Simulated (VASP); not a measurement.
Calculation: PBEsol GGA, VASP's PBE PAW potentials (set 64) (plane waves; VASP).

The input files of a VASP run:

File KPOINTS:
```
K-points
0
gamma
14 14 14
0 0 0
```

### POSCAR
```
C
1
   -0.0000000000     1.7783297413     1.7783297413
    1.7783297413     0.0000000000     1.7783297413
    1.7783297413     1.7783297413    -0.0000000000
C
2
Direct
  0.0000000000   0.0000000000   0.0000000000
  0.2500000000   0.2500000000   0.2500000000
```

**INCAR**
```
ALGO = Normal
EDIFF = 1E-7
ENCUT = 520
GGA = PS
ISIF = 2
ISMEAR = -5
LASPH = .True.
LCHARG = .True.
LORBIT = 11
LREAL = .False.
LWAVE = .False.
NEDOS = 601
NELM = 100
PREC = Accurate
SYSTEM = C
```

POTCAR, in this order: C (PBE.64 set). Program: vasp_std.

The run wrote:

OSZICAR:
```
       N       E                     dE             d eps       ncg     rms          rms(c)
DAV:   1    -0.275408231114E+01   -0.27541E+01   -0.51760E+03  1768   0.994E+02
DAV:   2    -0.198262201762E+02   -0.17072E+02   -0.16964E+02  2624   0.108E+02
DAV:   3    -0.199294478955E+02   -0.10323E+00   -0.10323E+00  1768   0.107E+01
DAV:   4    -0.199295711016E+02   -0.12321E-03   -0.12320E-03  2392   0.402E-01
DAV:   5    -0.199295711547E+02   -0.53088E-07   -0.52935E-07  1752   0.540E-03    0.565E+00
DAV:   6    -0.194253938865E+02    0.50418E+00   -0.38755E-01  1712   0.485E+00    0.335E+00
DAV:   7    -0.192497955783E+02    0.17560E+00   -0.42804E-01  1992   0.515E+00    0.716E-01
DAV:   8    -0.192498506005E+02   -0.55022E-04   -0.15114E-03  1712   0.470E-01    0.305E-02
DAV:   9    -0.192498558737E+02   -0.52732E-05   -0.34332E-05  2440   0.552E-02    0.232E-02
DAV:  10    -0.192498609125E+02   -0.50388E-05   -0.31872E-06  1832   0.212E-02    0.442E-03
DAV:  11    -0.192498608012E+02    0.11128E-06   -0.27920E-08  1672   0.168E-03    0.101E-03
DAV:  12    -0.192498608021E+02   -0.84304E-09   -0.25985E-09   832   0.640E-04
   1 F= -.19249861E+02 E0= -.19249861E+02  d E =0.000000E+00
```

### OUTCAR
```
------------------------ aborting loop because EDIFF is reached ----------------------------------------
  FORCE on cell =-STRESS in cart. coord.  units (eV):
  Direction    XX          YY          ZZ          XY          YZ          ZX
  --------------------------------------------------------------------------------------
  Total        0.0008618      0.0008618      0.0008618      0.0000000      0.0000000      0.0000000
  in kB        0.1227571      0.1227571      0.1227571      0.0000000      0.0000000      0.0000000
  external PRESSURE =       0.1227571 kB  Pullay stress =       0.0000000 kB
  volume of cell :       11.25
      direct lattice vectors                 reciprocal lattice vectors
     0.000000000  1.778329741  1.778329741    -0.281162705  0.281162705  0.281162705
     1.778329741  0.000000000  1.778329741     0.281162705 -0.281162705  0.281162705
     1.778329741  1.778329741  0.000000000     0.281162705  0.281162705 -0.281162705
 POSITION                                       TOTAL-FORCE (eV/Angst)
 -----------------------------------------------------------------------------------
      0.00000      0.00000      0.00000         0.000000      0.000000     -0.000000
      0.88916      0.88916      0.88916        -0.000000     -0.000000      0.000000
 -----------------------------------------------------------------------------------
    total drift:                                0.000000      0.000000      0.000000
  FREE ENERGIE OF THE ION-ELECTRON SYSTEM (eV)
  ---------------------------------------------------
  free  energy   TOTEN  =       -19.2498608021 eV

  energy  without entropy=      -19.2498608021  energy(sigma->0) =      -19.24986080

 total charge

# of ion       s       p       d       tot
------------------------------------------
    1        0.825   1.751   0.000   2.576
    2        0.825   1.751   0.000   2.576
--------------------------------------------------
tot          1.650   3.503   0.000   5.153
```
(Selected blocks of OUTCAR.)

The compound is C in the diamond structure. It was relaxed first.
